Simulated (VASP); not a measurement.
VASP input:

KPOINTS:
```
Automatic mesh
0
Gamma
5 5 7
0 0 0
```

POSCAR:
```
MgH2
1
    4.4751847675    -0.0000000000     0.0000000000
    0.0000000000     4.4751847675     0.0000000000
    0.0000000000     0.0000000000     2.9895781993
Mg H
2 4
Direct
  0.0000000000   0.0000000000   0.0000000000
  0.5000000000   0.5000000000   0.5000000000
  0.3043137727   0.3043137727   0.0000000000
  0.8043137727   0.1956862273   0.5000000000
  0.1956862273   0.8043137727   0.5000000000
  0.6956862273   0.6956862273   0.0000000000
```

### INCAR
```
# general
SYSTEM  =  MgH2
PREC    =  Accurate
ENCUT   =  400
LREAL   =  .FALSE.
LASPH   =  .TRUE.

# electronic loop
EDIFF   =  1E-6
NELM    =  100
ALGO    =  Normal

# smearing
ISMEAR  =  0
SIGMA   =  0.05

# functional
GGA     =  PS

# ions
IBRION  =  2
NSW     =  60
ISIF    =  3
EDIFFG  =  -0.02

# output
LWAVE   =  .FALSE.
LCHARG  =  .FALSE.
```

POTCAR, in this order: Mg H (PBE.64 set). Program: vasp_std.

Problem. Write an equivalent input for Quantum ESPRESSO's pw.x.

Solution. One equivalent input (not run):
```
&CONTROL
  calculation = 'vc-relax'
  pseudo_dir = './pseudo'
  outdir = './out'
  tprnfor = .true.
  tstress = .true.
  nstep = 60
  forc_conv_thr = 0.00078
/
&SYSTEM
  ibrav = 0
  nat = 6
  ntyp = 2
  ecutwfc = 84
  occupations = 'smearing'
  smearing = 'gaussian'
  degauss = 0.003675
  input_dft = 'pbesol'
/
&ELECTRONS
  conv_thr = 7.3e-08
  electron_maxstep = 100
/
&IONS
/
&CELL
/
ATOMIC_SPECIES
  Mg 24.305 Mg.upf
  H 1.008 H.upf
CELL_PARAMETERS angstrom
     4.4751848   -0.0000000    0.0000000
     0.0000000    4.4751848    0.0000000
     0.0000000    0.0000000    2.9895782
ATOMIC_POSITIONS crystal
  Mg   0.0000000  0.0000000  0.0000000
  Mg   0.5000000  0.5000000  0.5000000
  H    0.3043138  0.3043138  0.0000000
  H    0.8043138  0.1956862  0.5000000
  H    0.1956862  0.8043138  0.5000000
  H    0.6956862  0.6956862  0.0000000
K_POINTS automatic
  5 5 7 0 0 0
```
Limits of the translation: the potentials are each code's own (VASP's PAW set, PseudoDojo norm-conserving files in pw.x), so ENCUT and ecutwfc are chosen apart and not converted; conv_thr bounds pw.x's estimated SCF error, while EDIFF bounds the energy change between steps; forc_conv_thr acts on force components and is met together with etot_conv_thr.

The compound is MgH2 in the rutile structure. This run relaxes it. Symmetry was kept, so distortions that lower it aren't found. The start is the result of an earlier pass.
